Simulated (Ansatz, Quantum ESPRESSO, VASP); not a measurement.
## CeC: energy against volume and a worked fit

Symmetry: Fm-3m, No. 225, cubic system. The conventional cell has a = 5.192 Å, b = 5.192 Å, c = 5.192 Å, α = 90.00°, β = 90.00°, γ = 90.00°. Ce (site symmetry m-3m) is surrounded by 6 C at 2.60 Å. Around C (site symmetry m-3m) lie 6 Ce at 2.60 Å.

The cell comes from a database or a generator and needn't be the stable form of this composition.

The cell was scaled at fixed shape and fractions and run with Ansatz, Ansatz PAW, cutoff 420 eV; PBE, k mesh 9 × 9 × 9 on the cell of 2 atoms, fermi-dirac occupations of 0.05 eV, collinear spin, ferromagnetic start, no spin-orbit coupling. Energies are those that the program minimises, any entropy of the smearing included. For a metal such a mesh isn't converged to the digits shown. The magnetic state is the one that the start led to, which needn't be the lowest. Plain semilocal runs treat an open f shell poorly.

```tsv
V (Å³/atom)	energy over the lowest row (meV/atom)
16.4466	23.861
16.7965	?
17.1465	2.253
17.4964	0.000
17.8463	2.689
18.1963	9.807
18.5462	20.902
```

Question: Fit the third-order Birch-Murnaghan form, give V0, B0 and B′, and predict the energy left open.

Answer: With y = (V0/V)^(2/3), E = E0 + (9 V0 B0/16) [(y - 1)³ B′ + (y - 1)² (6 - 4y)]. Least squares through the rows shown give V0 = 17.4747 Å³/atom, E0 = -0.006 meV, B0 = 113.4 GPa (1 eV/Å³ = 160.218 GPa) and B′ = 4.37, with a largest miss of 0.008 meV. At V = 16.7965 the form with these constants gives 9.993 meV; the run gave 9.967 meV an atom. Other set-ups at this level, from all their volumes (Å³/atom, GPa): Quantum ESPRESSO, SSSP 1.3 efficiency PBE: V0 17.532, B0 112.8; VASP, PBE PAW files C, Ce, 520 eV: V0 17.493, B0 112.8.
